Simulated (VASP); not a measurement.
Computed with PBE GGA, VASP's PBE PAW potentials (set 64) (plane waves; VASP 6.6.1).

VASP input:

### POSCAR
```
Tc
1
    1.3700000000    -2.3729100000     0.0000000000
    1.3700000000     2.3729100000     0.0000000000
    0.0000000000     0.0000000000     4.3900000000
Tc
2
Direct
  0.3333330000   0.6666670000   0.2500000000
  0.6666670000   0.3333330000   0.7500000000
```

**KPOINTS**
```
Automatic mesh
0
Gamma
14 14 8
0 0 0
```

INCAR:
```
SYSTEM  =  Tc
PREC  =  Accurate; ENCUT  =  400; LREAL  =  F
LASPH  =  T
EDIFF  =  1E-6; NELM  =  100; ALGO  =  Normal
IMIX  =  4; AMIX  =  0.2; BMIX  =  1.0
LMAXMIX  =  4
ISMEAR  =  1; SIGMA  =  0.1
GGA  =  PE
ISIF  =  2
LWAVE  =  F; LCHARG  =  F
```

POTCAR, in this order: Tc_pv (PBE.64 set). Program: vasp_std.

The resulting files:

File OSZICAR:
```
       N       E                     dE             d eps       ncg     rms          rms(c)
DAV:   1     0.274743833130E+03    0.27474E+03   -0.14717E+04  4168   0.131E+03
DAV:   2    -0.153437534893E+02   -0.29009E+03   -0.28708E+03  4461   0.414E+02
DAV:   3    -0.220725106880E+02   -0.67288E+01   -0.65783E+01  4887   0.736E+01
DAV:   4    -0.221461667478E+02   -0.73656E-01   -0.72850E-01  4489   0.696E+00
DAV:   5    -0.221467252118E+02   -0.55846E-03   -0.55838E-03  4627   0.636E-01    0.237E+01
DAV:   6    -0.213381315344E+02    0.80859E+00   -0.76930E-01  4328   0.873E+00    0.155E+01
DAV:   7    -0.207163559809E+02    0.62178E+00   -0.27936E+00  4445   0.160E+01    0.108E+00
DAV:   8    -0.207086641735E+02    0.76918E-02   -0.17206E-02  4369   0.125E+00    0.811E-01
DAV:   9    -0.206985665694E+02    0.10098E-01   -0.10515E-02  4251   0.114E+00    0.102E-01
DAV:  10    -0.206985641151E+02    0.24543E-05   -0.24336E-04  4405   0.143E-01    0.223E-02
DAV:  11    -0.206985641274E+02   -0.12292E-07   -0.18753E-05  4439   0.474E-02    0.418E-03
DAV:  12    -0.206985629580E+02    0.11693E-05   -0.49303E-07  2117   0.710E-03    0.171E-03
DAV:  13    -0.206985623523E+02    0.60572E-06   -0.16722E-07  2054   0.410E-03
   1 F= -.20698562E+02 E0= -.20698168E+02  d E =-.118364E-02
```

**OUTCAR**
```
------------------------ aborting loop because EDIFF is reached ----------------------------------------
  FORCE on cell =-STRESS in cart. coord.  units (eV):
  Direction    XX          YY          ZZ          XY          YZ          ZX
  --------------------------------------------------------------------------------------
  Total        0.2981614      0.2981615      0.2819178     -0.0000000      0.0000000     -0.0000000
  in kB       16.7365394     16.7365449     15.8247445     -0.0000000      0.0000000     -0.0000000
  external PRESSURE =      16.4326096 kB  Pullay stress =       0.0000000 kB
  volume of cell :       28.54
      direct lattice vectors                 reciprocal lattice vectors
     1.370000000 -2.372910000  0.000000000     0.364963504 -0.210711742  0.000000000
     1.370000000  2.372910000  0.000000000     0.364963504  0.210711742  0.000000000
     0.000000000  0.000000000  4.390000000     0.000000000  0.000000000  0.227790433
 POSITION                                       TOTAL-FORCE (eV/Angst)
 -----------------------------------------------------------------------------------
      1.37000      0.79097      1.09750         0.000000     -0.000000      0.000000
      1.37000     -0.79097      3.29250        -0.000000      0.000000      0.000000
 -----------------------------------------------------------------------------------
    total drift:                               -0.000026      0.000617     -0.000043
  FREE ENERGIE OF THE ION-ELECTRON SYSTEM (eV)
  ---------------------------------------------------
  free  energy   TOTEN  =       -20.6985623523 eV

  energy  without entropy=      -20.6973787129  energy(sigma->0) =      -20.69816781
```
(Selected blocks of OUTCAR.)

OUTCAR:
```
 val. band max:       12.6563802077   @ k =   0.3571   0.2857   0.5000

 cond. band min:      12.6671708553   @ k =   0.3571   0.1429   0.2500


 Fermi energy:        12.6669883533

 k-point     1 :       0.0000    0.0000    0.0000
  band No.  band energies     occupation
      1     -26.7578      2.00000
      2     -25.6418      2.00000
      3     -25.6418      2.00000
      4     -25.4526      2.00000
      5     -25.4526      2.00000
      6     -25.4127      2.00000
      7       5.3674      2.00000
      8       7.2595      2.00000
      9      11.1423      2.00000
     10      11.1423      2.00000
     11      11.2209      2.00000
     12      11.8652      2.00000
     13      11.8652      2.00000
     14      12.5624      2.05848
     15      12.5625      2.05843
     16      14.3894     -0.00000
     17      15.2380      0.00000

 k-point     2 :       0.0714    0.0000    0.0000
  band No.  band energies     occupation
      1     -26.7366      2.00000
      2     -25.6885      2.00000
      3     -25.6570      2.00000
      4     -25.5018      2.00000
      5     -25.4591      2.00000
      6     -25.4216      2.00000
      7       5.5600      2.00000
      8       7.4162      2.00000
      9      10.7479      2.00000
     10      11.3071      2.00000
     11      11.5567      2.00000
     12      11.7671      2.00000
     13      12.0186      2.00000
     14      12.3185      2.00001
     15      12.4318      2.00437
     16      13.3809     -0.00000
     17      15.3209      0.00000

 k-point     3 :       0.1429    0.0000    0.0000
  band No.  band energies     occupation
      1     -26.6756      2.00000
      2     -25.8206      2.00000
      3     -25.6994      2.00000
      4     -25.6374      2.00000
      5     -25.4786      2.00000
      6     -25.4483      2.00000
      7       6.1002      2.00000
      8       7.8145      2.00000
      9      10.2679      2.00000
     10      11.3937      2.00000
     11      11.4718      2.00000
...
```

The compound is Tc in the hcp structure. The cell was not relaxed at this level. The run is one of a series of settings (AMIX = 0.2, BMIX = 1.0, IMIX = 4 against the base run), some of them coarse on purpose.
